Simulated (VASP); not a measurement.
Write the native input for VASP 6.6.1 that does the following.

```
Task                   : single point
Functional             : PBEsol
Potentials or basis    : VASP PAW PBE potentials, release 64 (Re, B)
Cutoff                 : 520 eV
k mesh                 : 9 × 9 × 9
Occupations            : fermi-dirac, width 0.0674 eV
Spin                   : no spin polarisation
Dipole correction      : no
Further INCAR settings : ALGO = Fast; EDIFF = 1e-06; NBANDS = 18
```

The structure of ReB lies in POSCAR:

```
ReB
1.0
    3.1195051700      0.0000000000      0.0000000000
    1.5597520800     -4.1008707800      0.0000000000
    0.0000000000      0.0000000000     -3.0295349600
Re B
2 2
Direct
    0.1475000000      0.7050000000      0.7500000000
    0.8525000000      0.2950000000      0.2500000000
    0.4375700000      0.1248600000      0.7500000000
    0.5624300000      0.8751400000      0.2500000000
```

The cell was built by a generator and needn't be a form met in nature.

These files were run (other wordings do the same):

INCAR

```
PREC = Accurate
ENCUT = 520
EDIFF = 1E-6
ISMEAR = -1
SIGMA = 0.0674
LREAL = F
LASPH = T
NELM = 100
ALGO = Fast
ISIF = 2
LWAVE = F
LCHARG = F
GGA = PS
NBANDS = 18
```

KPOINTS

```
Automatic mesh
0
Gamma
  9 9 9
```

Potentials or basis: VASP PAW PBE potentials, release 64 (Re, B).

The run is started by

```bash
$ cat potpaw_PBE.64/Re/POTCAR potpaw_PBE.64/B/POTCAR > POTCAR
$ mpirun -np 1 vasp_std > vasp.out
```

Results of the run:

* Pressure: 11.2 GPa
* Largest force: 2.083 eV/Å
* Band gap on the k mesh: none (metal or under the smearing width)

Caveat: the PAW data sets were made with another functional, which shifts forces and pressure a little.

Wall time 73 s on 1 thread of Intel(R) Xeon(R) Platinum 8488C (Sapphire Rapids), with other jobs on the host, peak memory 0.21 GiB.
